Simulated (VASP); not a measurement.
Input for VASP

POSCAR:
```
MoSi2
1
   -1.5959625643     1.5959625643     3.9130134218
    1.5959625643    -1.5959625643     3.9130134218
    1.5959625643     1.5959625643    -3.9130134218
Si Mo
2 1
Direct
  0.6649515947   0.6649515947   0.0000000000
  0.3350484053   0.3350484053   0.0000000000
  0.0000000000   0.0000000000   0.0000000000
```

File KPOINTS:
```
Automatic mesh
0
Gamma
13 13 13
0 0 0
```

### INCAR
```
EDIFFG  =  -0.02
NSW  =  40
LREAL  =  .FALSE.
EDIFF  =  1E-6
LCHARG  =  .FALSE.
ISMEAR  =  1   ! Methfessel-Paxton
NELM  =  100   ! most electronic steps
IBRION  =  2
LMAXMIX  =  4   ! l cut-off of mixed one-centre charges
LWAVE  =  .FALSE.
LASPH  =  .TRUE.
ALGO  =  Normal   ! blocked Davidson
SIGMA  =  0.1
SYSTEM  =  MoSi2
PREC  =  Accurate
ISIF  =  3
ENCUT  =  500
GGA  =  PS
```

POTCAR, in this order: Si Mo_sv (PBE.64 set). Program: vasp_std.

**Question.** Write an equivalent input for Quantum ESPRESSO's pw.x.

**Answer.** One equivalent input (not run):
```
&CONTROL
  calculation = 'vc-relax'
  pseudo_dir = './pseudo'
  outdir = './out'
  tprnfor = .true.
  tstress = .true.
  nstep = 40
  forc_conv_thr = 0.00078
/
&SYSTEM
  ibrav = 0
  nat = 3
  ntyp = 2
  ecutwfc = 80
  occupations = 'smearing'
  smearing = 'methfessel-paxton'
  degauss = 0.00735
  input_dft = 'pbesol'
/
&ELECTRONS
  conv_thr = 7.3e-08
  electron_maxstep = 100
/
&IONS
/
&CELL
/
ATOMIC_SPECIES
  Si 28.085 Si.upf
  Mo 95.950 Mo.upf
CELL_PARAMETERS angstrom
    -1.5959626    1.5959626    3.9130134
     1.5959626   -1.5959626    3.9130134
     1.5959626    1.5959626   -3.9130134
ATOMIC_POSITIONS crystal
  Si   0.6649516  0.6649516  0.0000000
  Si   0.3350484  0.3350484  0.0000000
  Mo   0.0000000  0.0000000  0.0000000
K_POINTS automatic
  13 13 13 0 0 0
```
What does not carry over: the potentials are each code's own (VASP's PAW set, PseudoDojo norm-conserving files in pw.x), so ENCUT and ecutwfc are chosen apart and not converted; conv_thr bounds pw.x's estimated SCF error, while EDIFF bounds the energy change between steps; forc_conv_thr acts on force components and is met together with etot_conv_thr.

The compound is MoSi2 in the MoSi2 type structure. It was relaxed first.
